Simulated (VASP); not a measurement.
The system is HfZrSe3.

```
Zr Hf Se
1.0
     3.05389    1.78707    6.39995
    -3.23251    1.82181    6.47927
    -0.05922   -3.99734    6.55181
Zr Hf Se
2 2 6
Direct
  0.99960 0.97204 0.98809
  0.53000 0.49315 0.47858
  0.68694 0.63971 0.67304
  0.38560 0.32924 0.27382
  0.08828 0.46532 0.72848
  0.41581 0.73961 0.10027
  0.72369 0.09005 0.43295
  0.89172 0.62679 0.27090
  0.55154 0.27083 0.88793
  0.23521 0.89102 0.62491
```

The cell was built by a generator and needn't be a form met in nature.

* Program: VASP 6.6.1
* Task: relaxation of cell and atoms
* Functional: PBE
* Potentials or basis: VASP PAW PBE potentials, release 64 (Zr_sv, Hf_pv, Se)
* Cutoff: 520 eV
* k mesh: 4 × 4 × 4
* Occupations: gaussian, width 0.15 eV
* Spin: no spin polarisation

At the start: pressure 6.9 GPa; volume 23.61 Å³/atom.

Where does the relaxation end?

Over 26 steps the energy falls by 289.3 meV/atom and the volume is 23.57 Å³/atom (-0.2 %); space group R-3 (No. 148, to 0.05 Å).

The path:
```tsv
step	energy change (eV)	largest force (eV/Å)	pressure (GPa)	volume (Å³)
1	0.0000	4.7528	6.86	236.10
2	-0.9771	1.4275	-8.17	272.33
3	-1.3190	1.3955	-4.21	258.39
4	-2.1695	1.2381	-1.09	245.24
5	-2.3136	1.5673	1.71	237.64
6	-2.5912	1.0294	0.30	239.24
7	-2.5933	1.0894	0.24	239.38
8	-2.7261	0.4874	-0.88	240.82
9	-2.7378	0.5043	-1.23	241.40
10	-2.7942	0.4382	1.05	234.96
11	-2.7951	0.3974	0.81	235.64
12	-2.8413	0.3542	0.03	236.52
13	-2.8432	0.3583	-0.15	236.73
14	-2.8697	0.2692	-0.18	236.25
15	-2.8726	0.2865	-0.17	236.03
16	-2.8853	0.1106	0.30	234.67
17	-2.8856	0.1069	0.35	234.46
18	-2.8887	0.0932	-0.38	236.20
19	-2.8892	0.0951	-0.21	235.73
20	-2.8920	0.0574	-0.05	235.51
21	-2.8920	0.0608	-0.04	235.48
22	-2.8927	0.0481	0.10	235.18
23	-2.8927	0.0458	0.11	235.16
24	-2.8931	0.0307	-0.02	235.58
25	-2.8931	0.0302	-0.01	235.62
26	-2.8933	0.0214	-0.06	235.72
```

Final structure:
```xyz
10
Lattice="3.2483 1.8708 6.4668 -3.2410 1.8685 6.4665 0.0043 -3.7472 6.4678" Properties=species:S:1:pos:R:3 pbc="T T T"
Zr    0.0002   -3.7250    6.4576
Zr    0.0040    0.0176    9.6916
Hf    0.0030    0.0120   12.8712
Hf    0.0032    0.0182    6.5112
Se   -1.1206   -1.8853    8.1096
Se   -1.0912    1.9352    8.1082
Se    2.2127    0.0020    8.1081
Se    1.1227    1.9194   11.2755
Se    1.0950   -1.9051   11.2708
Se   -2.2033    0.0311   11.2729
```
